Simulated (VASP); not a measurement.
A run of VASP 6.6.1 is set up as follows.

POSCAR

```
Si
1.0
    0.0213672721      2.7319713639      2.7319713639
    2.7319713639      0.0213672721      2.7319713639
    2.7319713639      2.7319713639      0.0213672721
Si
2
Direct
    0.0004862000      0.0004862000      0.0004862000
    0.2495140000      0.2495140000      0.2495140000
```

INCAR.step1

```
PREC = Accurate
ENCUT = 600
EDIFF = 1E-8
ISMEAR = 0
SIGMA = 0.01
LREAL = False
LASPH = True
NELM = 80
ALGO = Normal
ISIF = 3
LWAVE = False
LCHARG = False
GGA = CA
IBRION = 2
NSW = 40
EDIFFG = -0.002
```

INCAR.step2

```
PREC = Accurate
ENCUT = 600
EDIFF = 1E-8
ISMEAR = 0
SIGMA = 0.01
LREAL = False
LASPH = True
NELM = 80
ALGO = Normal
ISIF = 2
LWAVE = False
LCHARG = False
GGA = CA
IBRION = 8
NSW = 1
```

KPOINTS

```
regular mesh
0
Gamma
  10 10 10
```

Potentials or basis: VASP PAW LDA potentials, release 64 (Si).

Run with:

```sh
$ cat potpaw_LDA.64/Si/POTCAR > POTCAR
$ cp INCAR.step1 INCAR
$ mpirun -np 1 vasp_std > vasp.out
$ cp CONTCAR POSCAR
$ cp INCAR.step2 INCAR
$ mpirun -np 1 vasp_std > vasp.out
```

(1) Estimate the highest phonon frequency at Γ.

(2) What does it give for the relaxed volume?

Answers

(1) 513 cm⁻¹.

(2) 19.72 Å³/atom.
